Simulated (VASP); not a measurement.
# Si2PRh2 (I4/mmm) in VASP: single point with PBE

Aim: the single point of Si2PRh2 with PBE.

Program: VASP 6.6.1. These are calculated values, not measurements. Logs are shortened: lines on timing, memory, paths and dates and some standing lists are left out, and cuts for length are marked.

## (1) The crystal as given

The structure is tetragonal, space group I4/mmm (No. 139). Conventional cell: a = 3.913 Å, b = 3.913 Å, c = 9.604 Å, α = 90.00°, β = 90.00°, γ = 90.00°. Si (site symmetry 4mm) has 4 Rh at 2.23 Å as nearest neighbours. P (site symmetry 4/mmm) is surrounded by 10 Si at 3.07 to 3.48 Å and 8 Rh at 3.10 Å. Rh (site symmetry -4m2) has 4 Si at 2.23 Å as nearest neighbours.

The cell was built by a generator and needn't be a form met in nature.

## (2) Single point, PBE

The input, INCAR:

```
SYSTEM = Si2PRh2
PREC = Accurate
ENCUT = 520
EDIFF = 1E-7
ISMEAR = 0
SIGMA = 0.0164
LREAL = .FALSE.
LASPH = .TRUE.
NELM = 100
ALGO = Fast
ISIF = 2
LWAVE = .FALSE.
LCHARG = .FALSE.
GGA = PE
NBANDS = 30
```

The input, KPOINTS:

```
regular mesh
0
G
  7 7 7
  0 0 0
```

The input, POSCAR:

```
Si2PRh2
1.0
    0.0000000000      3.9130552100      0.0000000000
    3.9130552100      0.0000000000      0.0000000000
    1.9565281100      1.9565281100     -4.8021640900
Si P Rh
2 1 2
Direct
    0.3620000000      0.3620000000      0.2760000000
    0.6380000000      0.6380000000      0.7240000000
    0.0000000000      0.0000000000      0.0000000000
    0.7500000000      0.2500000000      0.5000000000
    0.2500000000      0.7500000000      0.5000000000
```

Potentials or basis: VASP PAW PBE potentials, release 64 (Si, P, Rh_pv).

On the command line:

```sh
$ cat potpaw_PBE.64/Si/POTCAR potpaw_PBE.64/P/POTCAR potpaw_PBE.64/Rh_pv/POTCAR > POTCAR
$ mpirun -np 1 vasp_std > vasp.out
```

OUTCAR:

```text
SYSTEM = Si2PRh2
   PREC = Accurate
   ENCUT = 520
   EDIFF = 1E-7
   ISMEAR = 0
   LREAL = .FALSE.
   LASPH = .TRUE.
   NELM = 100
   ISIF = 2
   GGA = PE

 ion  position               nearest neighbor table
   1  0.362  0.362  0.276-   5 2.23   4 2.23   4 2.23   5 2.23   2 2.65
   2  0.638  0.638  0.724-   5 2.23   4 2.23   4 2.23   5 2.23   1 2.65
   3  0.000  0.000  0.000-   4 3.10   5 3.10   4 3.10   5 3.10   4 3.10   5 3.10   4 3.10   5 3.10

   4  0.750  0.250  0.500-   1 2.23   2 2.23   2 2.23   1 2.23   5 2.77   5 2.77   5 2.77   5 2.77
                             3 3.10   3 3.10   3 3.10   3 3.10
   5  0.250  0.750  0.500-   1 2.23   2 2.23   2 2.23   1 2.23   4 2.77   4 2.77   4 2.77   4 2.77
                             3 3.10   3 3.10   3 3.10   3 3.10

  LATTYP: Found a body centered tetragonal cell.
 ALAT       =     3.9130552100
 C/A-ratio  =     2.4544320651

  Lattice vectors:

 A1 = (  -1.9565281100,   1.9565271000,   4.8021640900)
 A2 = (   1.9565271000,  -1.9565281100,   4.8021640900)
 A3 = (   1.9565281100,   1.9565281100,  -4.8021640900)

Analysis of symmetry for initial positions (statically):
=====================================================================
 Subroutine PRICEL returns:
 Original cell was already a primitive cell.

 Routine SETGRP: Setting up the symmetry group for a
 body centered tetragonal supercell.

 Subroutine GETGRP returns: Found 16 space group operations
 (whereof 16 operations were pure point group operations)
 out of a pool of 16 trial point group operations.

The static configuration has the point symmetry D_4h.

Analysis of symmetry for dynamics (positions and initial velocities):
=====================================================================
 Subroutine PRICEL returns:
 Original cell was already a primitive cell.

 Routine SETGRP: Setting up the symmetry group for a
 body centered tetragonal supercell.

 Subroutine GETGRP returns: Found 16 space group operations
 (whereof 16 operations were pure point group operations)
 out of a pool of 16 trial point group operations.

The dynamic configuration has the point symmetry D_4h.

 Subroutine INISYM returns: Found 16 space group operations
 (whereof 16 operations are pure point group operations),
 and found     1 'primitive' translations

----------------------------------------------------------------------------------------

                                     Primitive cell

  volume of cell :      73.5307

  direct lattice vectors                    reciprocal lattice vectors
     0.000000000  3.913055210  0.000000000     0.000000000  0.255554789  0.104119751
     3.913055210  0.000000000  0.000000000     0.255554789  0.000000000  0.104119751
     1.956528110  1.956528110 -4.802164090     0.000000000  0.000000000 -0.208239448

  length of vectors
     3.913055210  3.913055210  5.542272498     0.275951396  0.275951396  0.208239448

  position of ions in fractional coordinates (direct lattice)
     0.362000000  0.362000000  0.276000000
     0.638000000  0.638000000  0.724000000
     0.000000000  0.000000000  0.000000000
     0.750000000  0.250000000  0.500000000
     0.250000000  0.750000000  0.500000000

  ion indices of the primitive-cell ions
   primitive index   ion index
                 1           1
                 2           2
                 3           3
                 4           4
                 5           5

----------------------------------------------------------------------------------------

 KPOINTS: regular mesh

Automatic generation of k-mesh.
 Grid dimensions read from file:
 generate k-points for:    7    7    7

 Generating k-lattice:

  Cartesian coordinates                     Fractional coordinates (reciprocal lattice)
     0.000000000  0.036507827  0.014874250     0.142857143  0.000000000  0.000000000
     0.036507827  0.000000000  0.014874250     0.000000000  0.142857143  0.000000000
     0.000000000  0.000000000 -0.029748493     0.000000000  0.000000000  0.142857143

  Length of vectors
     0.039421628  0.039421628  0.029748493

  Shift w.r.t. Gamma in fractional coordinates (k-lattice)
     0.000000000  0.000000000  0.000000000

 Subroutine IBZKPT returns following result:
 ===========================================

 Found     40 irreducible k-points:

 Following reciprocal coordinates:
            Coordinates               Weight
  0.000000  0.000000  0.000000      1.000000
  0.142857  0.000000 -0.000000      8.000000
  0.285714  0.000000  0.000000      8.000000
  0.428571  0.000000 -0.000000      8.000000
  0.142857  0.142857 -0.000000      8.000000
  0.285714  0.142857 -0.000000     16.000000
[... 16 lines left out ...]
  0.285714  0.285714  0.142857      8.000000
  0.428571  0.285714  0.142857     16.000000
 [... further k-points ...]
   k-points           NKPTS =     40   k-points in BZ     NKDIM =     40   number of bands    NBANDS=     30
   number of dos      NEDOS =    301   number of ions     NIONS =      5
   total plane-waves  NPLWV =  37800
   dimension x,y,z NGX =    30 NGY =   30 NGZ =   42
   dimension x,y,z NGXF=    60 NGYF=   60 NGZF=   84
   ions per type =               2   1   2
   NGX,Y,Z   is equivalent  to a cutoff of  12.75, 12.75, 12.60 a.u.
   NGXF,Y,Z  is equivalent  to a cutoff of  25.49, 25.49, 25.20 a.u.
 SYSTEM =  Si2PRh2
   PREC   = accura    normal or accurate (medium, high low for compatibility)
   ISTART =      0    job   : 0-new  1-cont  2-samecut
   ICHARG =      2    charge: 1-file 2-atom 10-const
   ISPIN  =      1    spin polarized calculation?
   LNONCOLLINEAR =      F non collinear calculations
   LSORBIT =      F    spin-orbit coupling
   LASPH  =      T    aspherical Exc in radial PAW
   ENCUT  =  520.0 eV  38.22 Ry    6.18 a.u.   7.28  7.28 10.30*2*pi/ulx,y,z
   NELM   =    100;   NELMIN=  2; NELMDL= -5     # of ELM steps
   EDIFF  = 0.1E-06   stopping-criterion for ELM
   LREAL  =      F    real-space projection
[... 7 lines left out ...]
   TEBEG  =    0.0;   TEEND  =   0.0 temperature during run
   PSTRESS=    0.0 pullay stress
   NELECT =      43.0000    total number of electrons
   NUPDOWN=      -1.0000    fix difference up-down
   EMIN   =  10.00;   EMAX   =-10.00  energy-range for DOS
   EFERMI =   0.00;   METHOD = LEGACY
   ISMEAR =     0;   SIGMA  =   0.02  broadening in eV -4-tet -1-fermi 0-gaus
   EFERMI_NEDOS =   21; number of points for ismear=-14 and -15
   IALGO  =     68    algorithm
   IMIX   =      4    mixing-type and parameters
     AMIX     =   0.40;   BMIX     =  1.00
     AMIX_MAG =   1.60;   BMIX_MAG =  1.00
  volume/ion in A,a.u.               =      14.71        99.24
  Fermi-wavevector in a.u.,A,eV,Ry     =   1.369014  2.587062 25.500043  1.874200
  Thomas-Fermi vector in A             =   2.494927
   LORBIT       =      0    0 simple, 1 ext, 2 COOP (PROOUT), +10 PAW based schemes
   GGA     = PE    functional components
   LHFCALC =     F    Hartree Fock is set to
   AEXX    =    0.0000 exact exchange contribution
   IVDW    =     0    specifies the selected vdW correction
   LEPSILON=     F    determine dielectric tensor
   LRPA    =     F    only Hartree local field effects (RPA)
 non-spin polarized calculation
 RMM-DIIS sequential band-by-band and
 Gauss-broadening in eV      SIGMA  =   0.02
  energy-cutoff  :      520.00
  volume of cell :       73.53
 maximum number of plane-waves:      1997
 NGX is ok and might be reduce to    30
   NGX = 15   NGY = 15   NGZ = 21

 number of electron      43.0000013 magnetization

 Free energy of the ion-electron system (eV)
  ---------------------------------------------------
  ext. energy  EPLUGINS =         0.00000000
  ---------------------------------------------------
  free energy    TOTEN  =       -30.34328919 eV

  energy without entropy =      -30.34263807  energy(sigma->0) =      -30.34296363

 E-fermi :   9.8533     XC(G=0): -11.9644

 val. band max:        9.8502448048   @ k =   0.1429   0.0000  -0.0000
 cond. band min:       9.8608170190   @ k =  -0.2857  -0.2857   0.1429
 fundamental gap:      0.0105722141
 Fermi energy:         9.8532757270

 k-point     1 :       0.0000    0.0000    0.0000
  band No.  band energies     occupation
      1     -37.0712      2.00000
      2     -37.0712      2.00000
      3     -36.7817      2.00000
      4     -36.7817      2.00000
      5     -36.6782      2.00000
      6     -36.6088      2.00000
[... 22 lines left out ...]
     29      16.5789      0.00000
     30      19.3450      0.00000

 k-point     2 :       0.1429    0.0000   -0.0000
  band No.  band energies     occupation
      1     -37.0585      2.00000
      2     -37.0571      2.00000
      3     -36.7977      2.00000
      4     -36.7963      2.00000
      5     -36.6746      2.00000
      6     -36.6121      2.00000
[... 22 lines left out ...]
     29      17.3694      0.00000
     30      18.2559      0.00000

 k-point     3 :       0.2857    0.0000    0.0000
  band No.  band energies     occupation
      1     -37.0219      2.00000
      2     -37.0174      2.00000
      3     -36.8416      2.00000
      4     -36.8369      2.00000
      5     -36.6646      2.00000
      6     -36.6213      2.00000
[... 22 lines left out ...]
     29      17.0150      0.00000
     30      18.2417      0.00000

 k-point     4 :       0.4286    0.0000   -0.0000
  band No.  band energies     occupation
      1     -36.9669      2.00000
      2     -36.9597      2.00000
      3     -36.9026      2.00000
      4     -36.8953      2.00000
      5     -36.6504      2.00000
      6     -36.6349      2.00000
[... 616 lines left out ...]
     29      17.3617      0.00000
     30      17.8924      0.00000

 k-point    23 :       0.2857    0.2857    0.1429
  band No.  band energies     occupation
      1     -37.0976      2.00000
      2     -36.9866      2.00000
      3     -36.8773      2.00000
      4     -36.7634      2.00000
      5     -36.6559      2.00000
      6     -36.6289      2.00000
[... 22 lines left out ...]
     29      17.5195      0.00000
     30      18.7175      0.00000

 k-point    24 :       0.4286    0.2857    0.1429
  band No.  band energies     occupation
      1     -37.0902      2.00000
      2     -37.0507      2.00000
      3     -36.8143      2.00000
      4     -36.7736      2.00000
      5     -36.6469      2.00000
      6     -36.6373      2.00000
[... 22 lines left out ...]
     29      17.6481      0.00000
     30      18.7589      0.00000

 [... further k-points ...]
[... 5 lines left out ...]
  --------------------------------------------------------------------------------------
  -------------------------------------------------------------------------------------
  Total       12.8743950     12.8743950      3.7949306      0.0000000     -0.0000004     -0.0000004
  in kB      280.5229946    280.5229946     82.6885692      0.0000000     -0.0000087     -0.0000087
  external PRESSURE =     214.5781861 kB  Pullay stress =       0.0000000 kB

 VOLUME and BASIS-vectors are now :
 -----------------------------------------------------------------------------
  energy-cutoff  :      520.00
  volume of cell :       73.53
      direct lattice vectors                 reciprocal lattice vectors
     0.000000000  3.913055210  0.000000000     0.000000000  0.255554789  0.104119751
     3.913055210  0.000000000  0.000000000     0.255554789  0.000000000  0.104119751
     1.956528110  1.956528110 -4.802164090     0.000000000  0.000000000 -0.208239448

 POSITION                                       TOTAL-FORCE (eV/Angst)
 -----------------------------------------------------------------------------------
      1.95653      1.95653     -1.32540        -0.000000     -0.000000      4.539661
      3.91306      3.91306     -3.47677         0.000000      0.000000     -4.539661
      0.00000      0.00000      0.00000        -0.000000     -0.000000      0.000000
      1.95653      3.91306     -2.40108         0.000000      0.000000      0.000000
      3.91306      1.95653     -2.40108        -0.000000     -0.000000      0.000000
 -----------------------------------------------------------------------------------
    total drift:                                0.000000     -0.000000     -0.000000

  FREE ENERGIE OF THE ION-ELECTRON SYSTEM (eV)
  ---------------------------------------------------
  free  energy   TOTEN  =       -30.3432891864 eV

  energy  without entropy=      -30.3426380652  energy(sigma->0) =      -30.34296363
```

Run time: 89 s. Hardware: 1 thread of Intel Xeon Platinum 8375C at 2.90GHz (Ice Lake), shared host; peak memory 0.23 GiB.

Results:

| Property | Result |
| --- | --- |
| Free energy | -30.3433 eV |
| Pressure | 21.5 GPa |
| Largest force | 4.540 eV/Å |
| Band gap on the k mesh | none (metal or under the smearing width) |

Forces on the atoms (eV/Å):
```
Si   0.000  0.000  4.540
Si   0.000  0.000 -4.540
P    0.000  0.000  0.000
Rh   0.000  0.000  0.000
Rh   0.000  0.000  0.000
```

Levels at points of the mesh, in eV from the Fermi level:
| k point | band 17 | band 18 | band 19 | band 20 | band 21 | band 22 | band 23 | band 24 | band 25 | band 26 |
| --- | --- | --- | --- | --- | --- | --- | --- | --- | --- | --- |
| (0.00, 0.00, 0.00) | -1.79 | -1.48 | -0.39 | -0.03 | -0.03 | 0.28 | 0.33 | 0.33 | 2.71 | 3.35 |

Caveat: so large a pressure means that the cell lies far from this level's equilibrium, or that cutoff or potentials fall short; forces of over 1 eV/Å show positions far from the minimum, so gaps and moduli don't describe the material at rest.
